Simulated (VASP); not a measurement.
The system is CoO.

```
Co O
1.0
     0.00000    2.13150    2.13150
     2.13150    0.00000    2.13150
     2.13150    2.13150    0.00000
Co O
1 1
Direct
  0.00000 0.00000 0.00000
  0.50000 0.50000 0.50000
```

The cell was built by a generator and needn't be a form met in nature.

| Property | Result |
| --- | --- |
| Program | VASP 6.6.1 |
| Task | relaxation of cell and atoms |
| Functional | r2SCAN |
| Potentials or basis | VASP PAW PBE potentials, release 64 (Co, O) |
| Cutoff | 600 eV |
| k mesh | 12 × 12 × 12 |
| Occupations | gaussian, width 0.03 eV |
| Spin | collinear spin, ferromagnetic start |
| Starting moments | [3.0, 0.0] μB |

At the start: pressure -7.9 GPa; volume 9.68 Å³/atom.

How do energy, volume and symmetry change on relaxing?

Over 3 steps the energy falls by 9.7 meV/atom and the volume is 9.31 Å³/atom (-3.9 %); space group Fm-3m (No. 225, to 0.05 Å); moment 3.00 μB per cell.

Step by step:
```csv
step,energy change (eV),largest force (eV/Å),pressure (GPa),volume (Å³)
1,0.0000,0.0000,-7.88,19.37
2,-0.0077,0.0000,7.01,18.06
3,-0.0194,0.0000,0.01,18.61
```

Final structure:
```xyz
2
Lattice="0.0000 2.1035 2.1035 2.1035 0.0000 2.1035 2.1035 2.1035 0.0000" Properties=species:S:1:pos:R:3 pbc="T T T"
Co    0.0000    0.0000    0.0000
O     2.1035    2.1035    2.1035
```

Caveat: the PAW data sets were made with another functional, which shifts forces and pressure a little; a cell with one magnetic atom can't hold antiferromagnetic order, which such compounds often take.
